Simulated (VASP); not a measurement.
# ZrCo2H2 (P-3m1) in VASP: single point with r2SCAN

Aim: the single point of ZrCo2H2 with r2SCAN.

Program: VASP 6.6.1. These are calculated values, not measurements. Logs are shortened: lines on timing, memory, paths and dates and some standing lists are left out, and cuts for length are marked.

## Step 1: Starting point

The structure is trigonal, space group P-3m1 (No. 164). Conventional cell: a = 3.836 Å, b = 3.836 Å, c = 4.150 Å, α = 90.00°, β = 90.00°, γ = 120.00°. H (site symmetry 3m) is surrounded by 1 Co at 1.43 Å. Around Zr (site symmetry -3m) lie 6 H at 2.27 Å. Co (site symmetry 3m) has 1 H at 1.43 Å as nearest neighbours.

The cell was built by a generator and needn't be a form met in nature.

## Step 2: Single point, r2SCAN

File POSCAR:

```
ZrCo2H2
1.0
    1.9180715800      3.3221943700      0.0000000000
   -1.9180715800      3.3221943700      0.0000000000
    0.0000000000      0.0000000000      4.1499901900
H Zr Co
2 1 2
Direct
    0.3333000000      0.3334000000      0.1232000000
    0.6667000000      0.6666000000      0.8768000000
    0.0000000000      0.0000000000      0.0000000000
    0.3333000000      0.3334000000      0.4680000000
    0.6667000000      0.6666000000      0.5320000000
```

File INCAR.step1:

```
SYSTEM = ZrCo2H2
  ALGO = Normal
  EDIFF = 1E-4
  ENCUT = 520
  GGA = PE
  ISMEAR = 1
  LASPH = .True.
  LCHARG = .False.
  LREAL = .False.
  LWAVE = .True.
  NBANDS = 24
  NELM = 100
  PREC = Accurate
  SIGMA = 0.0335
```

File INCAR.step2:

```
SYSTEM = ZrCo2H2
  ALGO = Normal
  EDIFF = 1E-6
  ENCUT = 520
  ISIF = 2
  ISMEAR = 1
  ISTART = 1
  LASPH = .True.
  LCHARG = .False.
  LMIXTAU = .True.
  LREAL = .False.
  LWAVE = .False.
  METAGGA = R2SCAN
  NBANDS = 24
  NELM = 100
  PREC = Accurate
  SIGMA = 0.0335
```

File KPOINTS:

```
k-points
0
Gamma
  8 8 6
  0 0 0
```

Potentials or basis: VASP PAW PBE potentials, release 64 (H, Zr_sv, Co).

On the command line:

```sh
cat potpaw_PBE.64/H/POTCAR potpaw_PBE.64/Zr_sv/POTCAR potpaw_PBE.64/Co/POTCAR > POTCAR
cp INCAR.step1 INCAR
mpirun -np 1 vasp_std > vasp.out
cp INCAR.step2 INCAR
mpirun -np 1 vasp_std > vasp.out
```

OUTCAR:

```text
SYSTEM = ZrCo2H2
   EDIFF = 1E-6
   ENCUT = 520
   ISIF = 2
   ISMEAR = 1
   ISTART = 1
   LASPH = .True.
   LREAL = .False.
   METAGGA = R2SCAN
   NELM = 100
   PREC = Accurate

 ion  position               nearest neighbor table
   1  0.333  0.333  0.123-   4 1.43   3 2.27   3 2.27   3 2.27
   2  0.667  0.667  0.877-   5 1.43   3 2.27   3 2.27   3 2.27
   3  0.000  0.000  0.000-   2 2.27   1 2.27   2 2.27   1 2.27   2 2.27   1 2.27   4 2.95   5 2.95
                             5 2.95   4 2.95   5 2.95   4 2.95   5 3.13   4 3.13   4 3.13   5 3.13
   4  0.333  0.333  0.468-   1 1.43   5 2.23   5 2.23   5 2.23   3 2.95   3 2.95   3 2.95   3 3.13
                             3 3.13   3 3.13
   5  0.667  0.667  0.532-   2 1.43   4 2.23   4 2.23   4 2.23   3 2.95   3 2.95   3 2.95   3 3.13
                             3 3.13   3 3.13

  LATTYP: Found a hexagonal cell.
 ALAT       =     3.8361405107
 C/A-ratio  =     1.0818139165

  Lattice vectors:

 A1 = (   1.9180715800,  -3.3221943700,   0.0000000000)
 A2 = (   1.9180715800,   3.3221943700,   0.0000000000)
 A3 = (   0.0000000000,   0.0000000000,   4.1499901900)

Analysis of symmetry for initial positions (statically):
=====================================================================
 Subroutine PRICEL returns:
 Original cell was already a primitive cell.

 Routine SETGRP: Setting up the symmetry group for a
 hexagonal supercell.

 Subroutine GETGRP returns: Found  4 space group operations
 (whereof  4 operations were pure point group operations)
 out of a pool of 24 trial point group operations.

The static configuration has the point symmetry C_2h.

Analysis of symmetry for dynamics (positions and initial velocities):
=====================================================================
 Subroutine PRICEL returns:
 Original cell was already a primitive cell.

 Routine SETGRP: Setting up the symmetry group for a
 hexagonal supercell.

 Subroutine GETGRP returns: Found  4 space group operations
 (whereof  4 operations were pure point group operations)
 out of a pool of 24 trial point group operations.

The dynamic configuration has the point symmetry C_2h.

 Subroutine INISYM returns: Found  4 space group operations
 (whereof  4 operations are pure point group operations),
 and found     1 'primitive' translations

----------------------------------------------------------------------------------------

                                     Primitive cell

  volume of cell :      52.8892

  direct lattice vectors                    reciprocal lattice vectors
     1.918071580  3.322194370  0.000000000     0.260678488  0.150502934  0.000000000
    -1.918071580  3.322194370  0.000000000    -0.260678488  0.150502934  0.000000000
     0.000000000  0.000000000  4.149990190     0.000000000  0.000000000  0.240964425

  length of vectors
     3.836140511  3.836140511  4.149990190     0.301005660  0.301005660  0.240964425

  position of ions in fractional coordinates (direct lattice)
     0.333300000  0.333400000  0.123200000
     0.666700000  0.666600000  0.876800000
     0.000000000  0.000000000  0.000000000
     0.333300000  0.333400000  0.468000000
     0.666700000  0.666600000  0.532000000

  ion indices of the primitive-cell ions
   primitive index   ion index
                 1           1
                 2           2
                 3           3
                 4           4
                 5           5

----------------------------------------------------------------------------------------

 KPOINTS: k-points

Automatic generation of k-mesh.
 Grid dimensions read from file:
 generate k-points for:    8    8    6

 Generating k-lattice:

  Cartesian coordinates                     Fractional coordinates (reciprocal lattice)
     0.032584811  0.018812867  0.000000000     0.125000000  0.000000000  0.000000000
    -0.032584811  0.018812867  0.000000000     0.000000000  0.125000000  0.000000000
     0.000000000  0.000000000  0.040160738     0.000000000  0.000000000  0.166666667

  Length of vectors
     0.037625708  0.037625708  0.040160738

  Shift w.r.t. Gamma in fractional coordinates (k-lattice)
     0.000000000  0.000000000  0.000000000

 Subroutine IBZKPT returns following result:
 ===========================================

 Found    114 irreducible k-points:

 Following reciprocal coordinates:
            Coordinates               Weight
  0.000000  0.000000  0.000000      1.000000
  0.125000 -0.000000  0.000000      4.000000
 -0.000000  0.125000  0.000000      2.000000
  0.250000 -0.000000  0.000000      4.000000
 -0.000000  0.250000  0.000000      2.000000
  0.375000 -0.000000  0.000000      4.000000
[... 16 lines left out ...]
  0.125000 -0.000000  0.166667      4.000000
  0.125000  0.125000  0.166667      4.000000
 [... further k-points ...]
   k-points           NKPTS =    114   k-points in BZ     NKDIM =    114   number of bands    NBANDS=     24
   number of dos      NEDOS =    301   number of ions     NIONS =      5
   total plane-waves  NPLWV =  28800
   dimension x,y,z NGX =    30 NGY =   30 NGZ =   32
   dimension x,y,z NGXF=    60 NGYF=   60 NGZF=   64
   ions per type =               2   1   2
   NGX,Y,Z   is equivalent  to a cutoff of  13.00, 13.00, 12.82 a.u.
   NGXF,Y,Z  is equivalent  to a cutoff of  26.00, 26.00, 25.64 a.u.
 SYSTEM =  ZrCo2H2
   PREC   = accura    normal or accurate (medium, high low for compatibility)
   ISTART =      1    job   : 0-new  1-cont  2-samecut
   ICHARG =      0    charge: 1-file 2-atom 10-const
   ISPIN  =      1    spin polarized calculation?
   LNONCOLLINEAR =      F non collinear calculations
   LSORBIT =      F    spin-orbit coupling
   LASPH  =      T    aspherical Exc in radial PAW
   ENCUT  =  520.0 eV  38.22 Ry    6.18 a.u.   7.13  7.13  7.72*2*pi/ulx,y,z
   NELM   =    100;   NELMIN=  2; NELMDL=  0     # of ELM steps
   EDIFF  = 0.1E-05   stopping-criterion for ELM
   LREAL  =      F    real-space projection
   EDIFFG = 0.1E-04   stopping-criterion for IOM
   NSW    =      0    number of steps for IOM
   IBRION =     -1    ionic relax: 0-MD 1-quasi-New 2-CG
   NFREE  =      0    steps in history (QN), initial steepest desc. (CG)
   ISIF   =      2    stress and relaxation
   ISYM   =      2    0-nonsym 1-usesym 2-fastsym
   POTIM  = 0.5000    time-step for ionic-motion
   TEBEG  =    0.0;   TEEND  =   0.0 temperature during run
   PSTRESS=    0.0 pullay stress
   NELECT =      32.0000    total number of electrons
   NUPDOWN=      -1.0000    fix difference up-down
   EMIN   =  10.00;   EMAX   =-10.00  energy-range for DOS
   EFERMI =   0.00;   METHOD = LEGACY
   ISMEAR =     1;   SIGMA  =   0.03  broadening in eV -4-tet -1-fermi 0-gaus
   EFERMI_NEDOS =   21; number of points for ismear=-14 and -15
   IALGO  =     38    algorithm
   IMIX   =      4    mixing-type and parameters
     AMIX     =   0.40;   BMIX     =  1.00
     AMIX_MAG =   1.60;   BMIX_MAG =  1.00
  volume/ion in A,a.u.               =      10.58        71.38
  Fermi-wavevector in a.u.,A,eV,Ry     =   1.384637  2.616584 26.085347  1.917219
  Thomas-Fermi vector in A             =   2.509122
   LORBIT       =      0    0 simple, 1 ext, 2 COOP (PROOUT), +10 PAW based schemes
   METAGGA = R2SCAN    functional components
   LHFCALC =     F    Hartree Fock is set to
   AEXX    =    0.0000 exact exchange contribution
   IVDW    =     0    specifies the selected vdW correction
   LEPSILON=     F    determine dielectric tensor
   LRPA    =     F    only Hartree local field effects (RPA)
 non-spin polarized calculation
 Methfessel and Paxton  Order N= 1 SIGMA  =   0.03
  energy-cutoff  :      520.00
  volume of cell :       52.89
 maximum number of plane-waves:      1449
 NGX is ok and might be reduce to    30
   NGX = 15   NGY = 15   NGZ = 15

 number of electron      31.9999995 magnetization

 Free energy of the ion-electron system (eV)
  ---------------------------------------------------
  ext. energy  EPLUGINS =         0.00000000
  ---------------------------------------------------
  free energy    TOTEN  =       -55.69102498 eV

  energy without entropy =      -55.69085606  energy(sigma->0) =      -55.69096867

 E-fermi :   8.3783     XC(G=0): -12.6760

 val. band max:        8.3601525908   @ k =   0.3750   0.1250   0.3333
 cond. band min:       8.3876328747   @ k =  -0.0000   0.3750   0.1667
 fundamental gap:      0.0274802840
 Fermi energy:         8.3783318513

 k-point     1 :       0.0000    0.0000    0.0000
  band No.  band energies     occupation
      1     -43.1173      2.00000
      2     -20.3775      2.00000
      3     -20.3774      2.00000
      4     -20.2679      2.00000
      5      -1.5277      2.00000
      6       3.4107      2.00000
[... 16 lines left out ...]
     23      15.5367      0.00000
     24      18.1337      0.00000

 k-point     2 :       0.1250   -0.0000    0.0000
  band No.  band energies     occupation
      1     -43.1157      2.00000
      2     -20.4013      2.00000
      3     -20.3823      2.00000
      4     -20.2653      2.00000
      5      -1.2890      2.00000
      6       3.2121      2.00000
[... 16 lines left out ...]
     23      15.2445      0.00000
     24      15.7752      0.00000

 k-point     3 :      -0.0000    0.1250    0.0000
  band No.  band energies     occupation
      1     -43.1157      2.00000
      2     -20.4012      2.00000
      3     -20.3823      2.00000
      4     -20.2653      2.00000
      5      -1.2890      2.00000
      6       3.2121      2.00000
[... 16 lines left out ...]
     23      15.2445      0.00000
     24      15.7749      0.00000
[... 514 lines left out ...]
 k-point    23 :       0.1250   -0.0000    0.1667
  band No.  band energies     occupation
      1     -43.1153      2.00000
      2     -20.4005      2.00000
      3     -20.3817      2.00000
      4     -20.2764      2.00000
      5      -1.0572      2.00000
      6       3.0158      2.00000
[... 16 lines left out ...]
     23      15.7627      0.00000
     24      16.1362      0.00000

 k-point    24 :       0.1250    0.1250    0.1667
  band No.  band energies     occupation
      1     -43.1153      2.00000
      2     -20.4005      2.00000
      3     -20.3817      2.00000
      4     -20.2764      2.00000
      5      -1.0617      2.00000
      6       3.0366      2.00000
[... 16 lines left out ...]
     23      15.3371      0.00000
     24      16.6408      0.00000

 [... further k-points ...]
[... 5 lines left out ...]
  --------------------------------------------------------------------------------------
  -------------------------------------------------------------------------------------
  Total       -3.3808981     -3.3794173     -1.0089148      0.0012770      0.0006353     -0.0011009
  in kB     -102.4178725   -102.3730155    -30.5631529      0.0386841      0.0192448     -0.0333506
  external PRESSURE =     -78.4513470 kB  Pullay stress =       0.0000000 kB

 VOLUME and BASIS-vectors are now :
 -----------------------------------------------------------------------------
  energy-cutoff  :      520.00
  volume of cell :       52.89
      direct lattice vectors                 reciprocal lattice vectors
     1.918071580  3.322194370  0.000000000     0.260678488  0.150502934  0.000000000
    -1.918071580  3.322194370  0.000000000    -0.260678488  0.150502934  0.000000000
     0.000000000  0.000000000  4.149990190     0.000000000  0.000000000  0.240964425

 POSITION                                       TOTAL-FORCE (eV/Angst)
 -----------------------------------------------------------------------------------
     -0.00019      2.21491      0.51128         0.000470     -0.000271     -1.613555
      0.00019      4.42948      3.63871        -0.000470      0.000271      1.613555
      0.00000      0.00000      0.00000         0.000000      0.000000      0.000000
     -0.00019      2.21491      1.94220         0.003650     -0.002107      1.326435
      0.00019      4.42948      2.20779        -0.003650      0.002107     -1.326435
 -----------------------------------------------------------------------------------
    total drift:                               -0.000000      0.000000     -0.000000

  FREE ENERGIE OF THE ION-ELECTRON SYSTEM (eV)
  ---------------------------------------------------
  free  energy   TOTEN  =       -55.6910249756 eV

  energy  without entropy=      -55.6908560633  energy(sigma->0) =      -55.69096867
```

Wall time 8.2 min (1 thread of Intel Xeon Platinum 8488C (Sapphire Rapids), shared host); peak memory 0.29 GiB.

Results:

| Quantity | Value |
| --- | --- |
| Free energy | -55.6910 eV |
| Pressure | -7.8 GPa |
| Largest force | 1.614 eV/Å |
| Band gap on the k mesh | none (metal or under the smearing width) |

Forces on the atoms (eV/Å):
```
H    0.000  0.000 -1.614
H    0.000  0.000  1.614
Zr   0.000  0.000  0.000
Co   0.004 -0.002  1.326
Co  -0.004  0.002 -1.326
```

Caveat: the PAW data sets were made with another functional, which shifts forces and pressure a little.
